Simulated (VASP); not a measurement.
An input for Ansatz (written as the equivalent of a VASP run, and not itself run):

Ansatz 0.2 input:
```yaml
crystal:
  lattice:
    - [0.0000000, 2.7903900, 2.7903900]
    - [2.7903900, 0.0000000, 2.7903900]
    - [2.7903900, 2.7903900, 0.0000000]
  atoms:
    - { symbol: Ba, position: [0.0000000, 0.0000000, 0.0000000] }
    - { symbol: O, position: [0.5000000, 0.5000000, 0.5000000] }
kpoints:
  mp_grid: { grid: [2, 2, 2] }
hamiltonian:
  xc: pbe
  pseudopotentials: { kind: paw }
scf:
  occupations: { method: gaussian, width: 0.05 }
  max_iter: 100
output: { forces: true, stress: true, eigenvalues: true }
```

**Question.** Translate this input to VASP (INCAR, KPOINTS, POSCAR, choice of POTCAR).

**Answer.** Several could match; the one computed here: 
### KPOINTS
```
Automatic mesh
0
Gamma
2 2 2
0 0 0
```

File POSCAR:
```
BaO
1
    0.0000000000     2.7903900000     2.7903900000
    2.7903900000     0.0000000000     2.7903900000
    2.7903900000     2.7903900000     0.0000000000
Ba O
1 1
Direct
  0.0000000000   0.0000000000   0.0000000000
  0.5000000000   0.5000000000   0.5000000000
```

### INCAR
```
# general
SYSTEM   =  BaO
PREC     =  Accurate
ENCUT    =  400
LREAL    =  .FALSE.
LASPH    =  .TRUE.

# electronic loop
EDIFF    =  1E-6
NELM     =  100
ALGO     =  Normal
LMAXMIX  =  4

# smearing
ISMEAR   =  0
SIGMA    =  0.05

# functional
GGA      =  PE

# ions
ISIF     =  2

# output
LWAVE    =  .FALSE.
LCHARG   =  .FALSE.
```

POTCAR, in this order: Ba_sv O (PBE.64 set). Program: vasp_std.

What does not carry over: each code has its own PAW files, so the cut-off isn't converted (ENCUT is set for VASP's; basis.ecutwfc is left out, and Ansatz then takes the one that its files recommend); Ansatz stops its SCF on the density residual and VASP on the energy change (EDIFF).

The structure comes from a computed database's BaO entry; how it stands against other phases isn't given here. The cell was not relaxed at this level. The k-mesh is coarse (spacing up to 0.98 per Å, 2π included), so the numbers may not be converged in it. The run is one of a series of settings (KPOINTS 2×2×2 Γ-centred mesh against the base run), some of them coarse on purpose.
